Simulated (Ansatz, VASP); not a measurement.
# Cross-check of BC149 (amorphous carbon) between VASP and Ansatz, part 2 of 2

Wanted: the spread between two codes on one cell, functional and k mesh. Of the first pair: The structure shown is the start of the Ansatz relaxation below; VASP solves that cell, so the two are compared at the walk's first step.

VASP 6.6.1 and Ansatz 0.2.0.

So far. Step 3 (VASP: single point, PBE, start cell, pair 1): The run ends at a pressure of -3.85 GPa, with forces up to 1.8 eV/Å.

### Step 5. Ansatz: relaxation, PBE

Level of this step: Ansatz beside VASP: Kohn-Sham DFT, plane waves, PBE (Ansatz).

This run makes the geometry at which the two programs are then compared.

The structure compared here is the end of the Ansatz relaxation.

The input, input.yaml:

```yaml
crystal:
  lattice:
    - [10.0824, 0.0, 0.0]
    - [0.0, 10.0824, 0.0]
    - [0.0, 0.0, 10.0824]
  atoms:
    - { symbol: C, position: [0.18542, 0.25009, 0.68729] }
    - { symbol: C, position: [0.42123, 0.15941, 0.76588] }
    - { symbol: C, position: [0.03103, 0.22288, 0.33185] }
[... 1 atom line left out ...]
    - { symbol: C, position: [0.06623, 0.26204, 0.46788] }
    - { symbol: C, position: [0.35954, 0.92107, 0.77806] }
[... 1 atom line left out ...]
    - { symbol: C, position: [0.33436, 0.18628, 0.33823] }
[... 6 atom lines left out ...]
    - { symbol: C, position: [0.00166, 0.83287, 0.48658] }
[... 4 atom lines left out ...]
    - { symbol: C, position: [0.22832, 0.1554, 0.94585] }
[... 9 atom lines left out ...]
    - { symbol: C, position: [0.17451, 0.23275, 0.53875] }
[... 8 atom lines left out ...]
    - { symbol: C, position: [0.20458, 0.93584, 0.82496] }
    - { symbol: C, position: [0.5264, 0.16399, 0.88824] }
[... 3 atom lines left out ...]
    - { symbol: C, position: [0.69834, 0.21481, 0.52338] }
[... 1 atom line left out ...]
    - { symbol: C, position: [0.19114, 0.91, 0.32786] }
[... 5 atom lines left out ...]
    - { symbol: C, position: [0.29163, 0.20952, 0.8107] }
[... 1 atom line left out ...]
    - { symbol: C, position: [0.46092, 0.99193, 0.23119] }
    - { symbol: C, position: [0.27221, 0.25895, 0.21393] }
[... 2 atom lines left out ...]
    - { symbol: C, position: [0.65256, 0.90997, 0.45217] }
[... 1 atom line left out ...]
    - { symbol: C, position: [0.37844, 0.68794, 0.47499] }
    - { symbol: C, position: [0.11031, 0.97758, 0.70135] }
[... 1 atom line left out ...]
    - { symbol: C, position: [0.63578, 0.27264, 0.40038] }
    - { symbol: C, position: [0.53103, 0.99358, 0.63382] }
    - { symbol: C, position: [0.35069, 0.89261, 0.32735] }
[... 3 atom lines left out ...]
    - { symbol: C, position: [0.00183, 0.08742, 0.72451] }
[... 8 atom lines left out ...]
    - { symbol: C, position: [0.64767, 0.043, 0.70961] }
[... 1 atom line left out ...]
    - { symbol: C, position: [0.42095, 0.08477, 0.33337] }
[... 4 atom lines left out ...]
    - { symbol: C, position: [0.25933, 0.37673, 0.69571] }
[... 1 atom line left out ...]
    - { symbol: C, position: [0.61958, 0.17226, 0.62415] }
[... 1 atom line left out ...]
    - { symbol: C, position: [0.40387, 0.98422, 0.4428] }
[... 9 atom lines left out ...]
    - { symbol: C, position: [0.65758, 0.16841, 0.30919] }
    - { symbol: C, position: [0.04694, 0.24527, 0.7375] }
    - { symbol: C, position: [0.52818, 0.94768, 0.50985] }
[... 2 atom lines left out ...]
    - { symbol: C, position: [0.28695, 0.66179, 0.2486] }
    - { symbol: C, position: [0.12898, 0.91754, 0.45947] }
    - { symbol: C, position: [0.3888, 0.74269, 0.33429] }
[... 5 atom lines left out ...]
    - { symbol: C, position: [0.8651, 0.99933, 0.35053] }
[... 3 atom lines left out ...]
    - { symbol: C, position: [0.48523, 0.40218, 0.20854] }
[... 6 atom lines left out ...]
    - { symbol: C, position: [0.57197, 0.67302, 0.59616] }
    - { symbol: C, position: [0.49369, 0.25048, 0.66796] }
[... 9 atom lines left out ...]
    - { symbol: C, position: [0.45918, 0.42301, 0.83687] }
[... 3 atom lines left out ...]
    - { symbol: C, position: [0.3233, 0.22958, 0.04955] }
[... 2 atom lines left out ...]
    - { symbol: C, position: [0.31232, 0.67297, 0.82254] }
    - { symbol: C, position: [0.37434, 0.78368, 0.71669] }
    - { symbol: C, position: [0.40018, 0.0322, 0.68491] }
[... 2 atom lines left out ...]
    - { symbol: C, position: [0.80565, 0.61761, 0.63954] }
[... 3 atom lines left out ...]
    - { symbol: C, position: [0.8613, 0.37149, 0.40921] }
kpoints:
  mp_grid: { grid: [1, 1, 1] }
hamiltonian:
  xc: pbe
scf:
  occupations: { method: gaussian, width: 0.05 }
output:
  forces: true
  eigenvalues: true
relax:
  f_tol: 0.05
  max_steps: 90
```

Started as:

```sh
ansatz run input.yaml --threads 4 --pin off --max-ram 8192MiB --backend cpu --events-out ev --progress --plain --runs-dir out
```

Numbers of over 12 decimals in the logs are rounded to 6 here.

The program printed:

```text
[...]
Crystal: 150 atoms, lattice volume = 1024.924 Å³
Basis set: ecut = 420 eV, 20005 PW (Γ), exchange–correlation on 144×144×144 points (8 copies of the dense FFT grid, shifted against one another)
Bands: 450, of which v1, the nominal top of the filled ones, is band 300 counted from 1 (299 counted from 0)
Symmetry: 1 space group operations
[...]
k-points: 1
[...]
- { symbol: C, position: [0.934720, 0.034043, 0.853815] }
    - { symbol: C, position: [0.725120, 0.051570, 0.951229] }
    - { symbol: C, position: [0.824093, 0.342778, 0.733743] }
    - { symbol: C, position: [0.403379, 0.632875, 0.932872] }
    - { symbol: C, position: [0.750450, 0.586753, 0.338882] }
[...]
- { symbol: B, position: [0.315215, 0.052583, 0.552202] }
[...]
- { symbol: C, position: [0.517488, 0.748914, 0.712285] }
    - { symbol: C, position: [0.321206, 0.363108, 0.839933] }
    - { symbol: C, position: [0.032856, 0.747463, 0.617100] }
    - { symbol: C, position: [0.860869, 0.370249, 0.408551] }
```

### Step 6. VASP: single point, PBE, relaxed cell, pair 2

The same cell, functional, mesh and smearing now go to VASP, with its own data sets.

The input, INCAR:

```
SYSTEM = BC149
PREC = Accurate
ENCUT = 520
EDIFF = 1E-06
NELM = 120
ISMEAR = 0
SIGMA = 0.05
LREAL = Auto
ALGO = Normal
GGA = PE
NBANDS = 404
LORBIT = 11
LWAVE = .FALSE.
LCHARG = .FALSE.
ISIF = 2
LASPH = .TRUE.
GGA_COMPAT = .FALSE.
```

The input, POSCAR:

```
BC149
1.0
   10.0824000000      0.0000000000      0.0000000000
    0.0000000000     10.0824000000      0.0000000000
    0.0000000000      0.0000000000     10.0824000000
C B
149 1
Direct
    0.1868400000      0.2503400000      0.6861900000
    0.4223300000      0.1596200000      0.7673200000
    0.0316200000      0.2230500000      0.3314800000
[... 1 atom line left out ...]
    0.0668100000      0.2628700000      0.4674000000
    0.3601700000      0.9217100000      0.7797700000
[... 1 atom line left out ...]
    0.3367400000      0.1895700000      0.3365300000
[... 6 atom lines left out ...]
    0.0001800000      0.8303800000      0.4861700000
[... 4 atom lines left out ...]
    0.2285900000      0.1553600000      0.9454400000
[... 9 atom lines left out ...]
    0.1775100000      0.2350000000      0.5365700000
[... 8 atom lines left out ...]
    0.2037000000      0.9352600000      0.8249200000
    0.5268100000      0.1647500000      0.8887800000
[... 3 atom lines left out ...]
    0.6983800000      0.2146200000      0.5234400000
[... 1 atom line left out ...]
    0.1902200000      0.9084900000      0.3283700000
[... 5 atom lines left out ...]
    0.2924400000      0.2100100000      0.8107200000
[... 1 atom line left out ...]
    0.4604100000      0.9925900000      0.2297600000
    0.2735100000      0.2593600000      0.2124000000
[... 2 atom lines left out ...]
    0.6526700000      0.9102300000      0.4526200000
[... 1 atom line left out ...]
    0.3793100000      0.6890600000      0.4756100000
    0.1070400000      0.9748700000      0.7013600000
[... 1 atom line left out ...]
    0.6356200000      0.2735000000      0.4007100000
    0.5303300000      0.9948900000      0.6339100000
    0.3517600000      0.8926100000      0.3264300000
[... 3 atom lines left out ...]
    0.0012700000      0.0864500000      0.7243700000
[... 8 atom lines left out ...]
    0.6478800000      0.0429200000      0.7098300000
[... 1 atom line left out ...]
    0.4202400000      0.0847900000      0.3317600000
[... 4 atom lines left out ...]
    0.2602500000      0.3774400000      0.6955200000
[... 1 atom line left out ...]
    0.6188700000      0.1715900000      0.6238900000
[... 1 atom line left out ...]
    0.4042600000      0.9825800000      0.4400400000
[... 9 atom lines left out ...]
    0.0479800000      0.2446000000      0.7365300000
    0.5280500000      0.9489800000      0.5089800000
    0.1807500000      0.6900000000      0.6076500000
[... 2 atom lines left out ...]
    0.1266900000      0.9137700000      0.4598200000
    0.3884400000      0.7432600000      0.3338900000
    0.1752600000      0.9805500000      0.5676000000
[... 5 atom lines left out ...]
    0.0977200000      0.8981600000      0.2286900000
[... 3 atom lines left out ...]
    0.0170700000      0.8466100000      0.7326700000
[... 6 atom lines left out ...]
    0.4939500000      0.2508400000      0.6681800000
    0.3083400000      0.7538800000      0.5858600000
[... 9 atom lines left out ...]
    0.3100500000      0.2123700000      0.4873000000
[... 3 atom lines left out ...]
    0.5032300000      0.9217400000      0.8737300000
[... 2 atom lines left out ...]
    0.3740600000      0.7846900000      0.7174400000
    0.4007600000      0.0333900000      0.6886400000
    0.3911400000      0.3219500000      0.5743100000
[... 2 atom lines left out ...]
    0.5174900000      0.7489100000      0.7122900000
[... 3 atom lines left out ...]
    0.3152200000      0.0525800000      0.5522000000
```

The input, KPOINTS:

```
Automatic mesh
0
Gamma
1 1 1
0 0 0
```

The projector-augmented-wave data sets are C and B (PBE family, release 64).

Started as:

```sh
export OMP_NUM_THREADS=3
mpirun -np 1 vasp_gam
```

The program printed:

```text
[... set-up lines as in an earlier step ...]
 entering main loop
       N       E                     dE             d eps       ncg     rms          rms(c)
DAV:   1     0.406982321335E+04    0.40698E+04   -0.35770E+05   808   0.151E+03
DAV:   2    -0.921539847310E+03   -0.49914E+04   -0.46797E+04  1036   0.343E+02
DAV:   3    -0.131283381552E+04   -0.39129E+03   -0.38208E+03   992   0.927E+01
DAV:   4    -0.132331809384E+04   -0.10484E+02   -0.10402E+02   968   0.162E+01
[...]
DAV:  17    -0.126602858798E+04   -0.66355E-04   -0.10239E-04   904   0.170E-02    0.121E-02
DAV:  18    -0.126602859401E+04   -0.60266E-05   -0.21082E-05   968   0.701E-03    0.623E-03
DAV:  19    -0.126602859419E+04   -0.18272E-06   -0.56579E-06   680   0.329E-03
   1 F= -.12660286E+04 E0= -.12660145E+04  d E =-.282095E-01
```

From OUTCAR (step 6):

```text
  FREE ENERGIE OF THE ION-ELECTRON SYSTEM (eV)
  ---------------------------------------------------
  free  energy   TOTEN  =     -1266.0285941885 eV

  energy  without entropy=    -1266.0003846400  energy(sigma->0) =    -1266.01448941
```

The run ends at a pressure of -4.06 GPa, with forces up to 0.056 eV/Å.

### Step 7. Differences

At this near-relaxed geometry the largest component of a force difference is 55 meV/Å.

### Step 8. Summary of results

```json
{
 "r.m.s. force difference (single point, PBE, start cell, pair 1)": "16 meV/Å",
 "r.m.s. force difference (single point, PBE, relaxed cell, pair 2)": "16 meV/Å"
}
```

The r.m.s. force difference is 16 meV/Å (single point, PBE, relaxed cell, pair 2), beyond the 12 meV/Å picked in this series as the mark of a large difference. What causes the difference of the single point, PBE, start cell, pair 1 pair stays open here. What causes the difference of the single point, PBE, relaxed cell, pair 2 pair stays open here. How closely two codes agree says nothing of how well the functional describes the real material.

[Lines on the potential files, build, host, timing and source positions are cut from VASP's logs without a mark.]

[Logs are printed without paths, hosts, clocks, repeated set-up lines and the standing remarks that a program may print on its own settings, such as how far it seeks lower states.]

[Hosts, paths, dates, database ids (printed as entryN), source tags and the programs' standing remarks are cut or masked in the printed files.]
